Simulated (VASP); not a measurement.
VASP ran on this input.

### KPOINTS
```
Automatic mesh
0
Gamma
7 7 4
0 0 0
```

### POSCAR
```
LaAl
1
    4.4899232521    -0.0000000000     0.0000000000
   -2.2449616260     3.8883876072     0.0000000000
    0.0000000000     0.0000000000     7.4577380325
La Al
2 2
Direct
  0.0000000000   1.0000000000   0.0000000000
  0.0000000000   1.0000000000   0.5000000000
  0.3333330000   0.6666670000   0.2500000000
  0.6666670000   0.3333330000   0.7500000000
```

INCAR:
```
! general
SYSTEM   =  LaAl
PREC     =  Accurate
ENCUT    =  400
LREAL    =  .False.
LASPH    =  .True.

! electronic loop
EDIFF    =  1E-6
NELM     =  100
ALGO     =  Normal
LMAXMIX  =  6

! smearing
ISMEAR   =  1
SIGMA    =  0.1

! functional
GGA      =  PE

! ions
IBRION   =  2
NSW      =  60
ISIF     =  3
EDIFFG   =  -0.02

! output
LWAVE    =  .False.
LCHARG   =  .False.
```

POTCAR, in this order: La Al (PBE.64 set). Program: vasp_std.

Q: Write an equivalent input for Ansatz.

A: One equivalent input (not run):
Ansatz 0.2 input:
```yaml
crystal:
  lattice:
    - [4.4899233, 0.0000000, 0.0000000]
    - [-2.2449616, 3.8883876, 0.0000000]
    - [0.0000000, 0.0000000, 7.4577380]
  atoms:
    - { symbol: La, position: [0.0000000, 1.0000000, 0.0000000] }
    - { symbol: La, position: [0.0000000, 1.0000000, 0.5000000] }
    - { symbol: Al, position: [0.3333330, 0.6666670, 0.2500000] }
    - { symbol: Al, position: [0.6666670, 0.3333330, 0.7500000] }
kpoints:
  mp_grid: { grid: [7, 7, 4] }
hamiltonian:
  xc: pbe
  pseudopotentials: { kind: paw }
scf:
  occupations: { method: methfessel_paxton, width: 0.1 }
  max_iter: 100
relax:
  max_steps: 60
  f_tol: 0.02
  cell: {}
output: { forces: true, stress: true, eigenvalues: true }
```
Limits of the translation: each code has its own PAW files, so the cut-off isn't converted (ENCUT is set for VASP's; basis.ecutwfc is left out, and Ansatz then takes the one that its files recommend); Ansatz stops its SCF on the density residual and VASP on the energy change (EDIFF).

The structure was generated: LaAl was put into the NiAs type type (P6_3/mmc), which need not be its known phase. This run relaxes it. Symmetry was kept, so distortions that lower it aren't found. The k-mesh is coarse (spacing up to 0.31 per Å, 2π included), so the numbers may not be converged in it. The start is the result of an earlier pass.
